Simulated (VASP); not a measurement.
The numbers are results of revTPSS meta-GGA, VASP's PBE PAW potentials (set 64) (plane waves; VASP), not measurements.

The input files of a VASP run:

**KPOINTS_OPT**
```
k-points along high-symmetry lines
5
Line-mode
Reciprocal
  0.000000   0.000000   0.000000 ! GAMMA
 -0.500000   0.500000   0.000000 ! Y

 -0.500000   0.500000   0.000000 ! Y
 -0.337048   0.662952   0.000000 ! C_0

  0.337048   0.337048   0.000000 ! SIGMA_0
  0.000000   0.000000   0.000000 ! GAMMA

  0.000000   0.000000   0.000000 ! GAMMA
  0.000000   0.000000   0.500000 ! Z

  0.000000   0.000000   0.500000 ! Z
  0.337048   0.337048   0.500000 ! A_0

 -0.337048   0.662952   0.500000 ! E_0
 -0.500000   0.500000   0.500000 ! T

 -0.500000   0.500000   0.500000 ! T
 -0.500000   0.500000   0.000000 ! Y

  0.000000   0.000000   0.000000 ! GAMMA
 -0.000000   0.500000   0.000000 ! S

 -0.000000   0.500000   0.000000 ! S
 -0.000000   0.500000   0.500000 ! R

 -0.000000   0.500000   0.500000 ! R
  0.000000   0.000000   0.500000 ! Z

  0.000000   0.000000   0.500000 ! Z
 -0.500000   0.500000   0.500000 ! T
```

### INCAR
```
ALGO = Normal
EDIFF = 1E-7
ENCUT = 520
ISIF = 2
ISMEAR = -5
LASPH = .TRUE.
LCHARG = .FALSE.
LEFG = .TRUE.
LMAXMIX = 4
LMIXTAU = .TRUE.
LORBIT = 11
LREAL = .FALSE.
LWAVE = .FALSE.
METAGGA = RTPSS
NEDOS = 601
NELM = 100
PREC = Accurate
SYSTEM = Ga
```

File KPOINTS:
```
Automatic
0
Gamma
  9 9 8
```

### POSCAR
```
Ga
9.0102050
  0.2436900548  -0.4209440310   0.0000000000
  0.2436900548   0.4209440310   0.0000000000
  0.0000000000   0.0000000000   0.4999999847
Ga
4
Cart
  0.2436900548   0.2902270297   0.4592631001
  0.2436900548   0.1307170012   0.2092631077
  0.2436900548  -0.1307170012   0.2907368769
  0.2436900548  -0.2902270297   0.0407368846
```

POTCAR, in this order: Ga_d (PBE.64 set). Program: vasp_std.

Output of the run:

File OSZICAR:
```
       N       E                     dE             d eps       ncg     rms          rms(c)
DAV:   1     0.376731168341E+03    0.37673E+03   -0.27426E+04  7789   0.339E+03
DAV:   2     0.511791216678E+02   -0.32555E+03   -0.32070E+03  7785   0.587E+02
DAV:   3     0.872250082002E+01   -0.42457E+02   -0.42191E+02  9059   0.180E+02
DAV:   4     0.752506695681E+01   -0.11974E+01   -0.11935E+01  8691   0.376E+01
DAV:   5     0.749807437443E+01   -0.26993E-01   -0.27091E-01  9651   0.526E+00    0.337E+00
DAV:   6     0.151466750356E+02    0.76486E+01   -0.22260E+01  7764   0.474E+01    0.174E+00
DAV:   7     0.116685783826E+02   -0.34781E+01   -0.49995E+00  8205   0.176E+01    0.956E-01
DAV:   8     0.116392944159E+02   -0.29284E-01   -0.22063E-01  9502   0.541E+00    0.262E-01
DAV:   9     0.116323001646E+02   -0.69943E-02   -0.30073E-02 10105   0.119E+00    0.875E-02
DAV:  10     0.116297672978E+02   -0.25329E-02   -0.75432E-03  8317   0.511E-01    0.486E-02
DAV:  11     0.116293717618E+02   -0.39554E-03   -0.17924E-03  8478   0.352E-01    0.286E-02
DAV:  12     0.116287608133E+02   -0.61095E-03   -0.75420E-04  8373   0.230E-01    0.590E-03
DAV:  13     0.116287367093E+02   -0.24104E-04   -0.84451E-05  8865   0.738E-02    0.355E-03
DAV:  14     0.116287283057E+02   -0.84036E-05   -0.31393E-05  8450   0.476E-02    0.107E-03
DAV:  15     0.116287194395E+02   -0.88662E-05   -0.10072E-05  8233   0.240E-02    0.593E-04
DAV:  16     0.116287182264E+02   -0.12131E-05   -0.51039E-07  7018   0.594E-03    0.270E-04
DAV:  17     0.116287168320E+02   -0.13944E-05   -0.52518E-08  5527   0.145E-03    0.109E-04
DAV:  18     0.116287173566E+02    0.52455E-06   -0.22590E-08  4568   0.131E-03    0.612E-05
DAV:  19     0.116287170434E+02   -0.31323E-06   -0.78134E-09  4428   0.801E-04    0.210E-05
DAV:  20     0.116287170908E+02    0.47436E-07   -0.13483E-09  4253   0.372E-04
   1 F= 0.11628717E+02 E0= 0.11628717E+02  d E =0.000000E+00
       N       E                     dE             ncg
```

**OUTCAR**
```
------------------------ aborting loop because EDIFF is reached ----------------------------------------
  FORCE on cell =-STRESS in cart. coord.  units (eV):
  Direction    XX          YY          ZZ          XY          YZ          ZX
  --------------------------------------------------------------------------------------
  Total       -0.0311976      0.0964368     -0.1425641      0.0000000      0.0000000      0.0000000
  in kB       -0.6661410      2.0591461     -3.0440688      0.0000000      0.0000000      0.0000000
  external PRESSURE =      -0.5503545 kB  Pullay stress =       0.0000000 kB
  volume of cell :       75.04
      direct lattice vectors                 reciprocal lattice vectors
     2.195697351 -3.792792012  0.000000000     0.227718087 -0.131829006  0.000000000
     2.195697351  3.792792012  0.000000000     0.227718087  0.131829006  0.000000000
     0.000000000  0.000000000  4.505102362     0.000000000  0.000000000  0.221970539
 POSITION                                       TOTAL-FORCE (eV/Angst)
 -----------------------------------------------------------------------------------
      2.19570      2.61501      4.13805         0.000000      0.009939      0.012007
      2.19570      1.17779      1.88550         0.000000     -0.009939      0.012007
      2.19570     -1.17779      2.61960         0.000000      0.009939     -0.012007
      2.19570     -2.61501      0.36705         0.000000     -0.009939     -0.012007
 -----------------------------------------------------------------------------------
    total drift:                                0.000000     -0.000000     -0.000000
  FREE ENERGIE OF THE ION-ELECTRON SYSTEM (eV)
  ---------------------------------------------------
  free  energy   TOTEN  =        11.6287170908 eV

  energy  without entropy=       11.6287170908  energy(sigma->0) =       11.62871709

 total charge

# of ion       s       p       d       tot
------------------------------------------
    1        0.924   0.728   9.968  11.621
    2        0.924   0.728   9.968  11.621
    3        0.924   0.728   9.968  11.621
    4        0.924   0.728   9.968  11.621
--------------------------------------------------
tot          3.697   2.914  39.871  46.482

 Electric field gradients after diagonalization (V/A^2)
 (convention: |V_zz| > |V_xx| > |V_yy|)
----------------------------------------------------------------------
 ion       V_xx      V_yy      V_zz     asymmetry (V_yy - V_xx)/ V_zz
----------------------------------------------------------------------
   1      20.825    20.800   -41.626       0.001
   2      20.825    20.800   -41.626       0.001
   3      20.825    20.800   -41.626       0.001
   4      20.825    20.800   -41.626       0.001
```
(Selected blocks of OUTCAR.)

For a metal the tetrahedron method with Blöchl corrections gives inexact stress and forces.

The compound is Ga in the alpha structure. It was relaxed first.
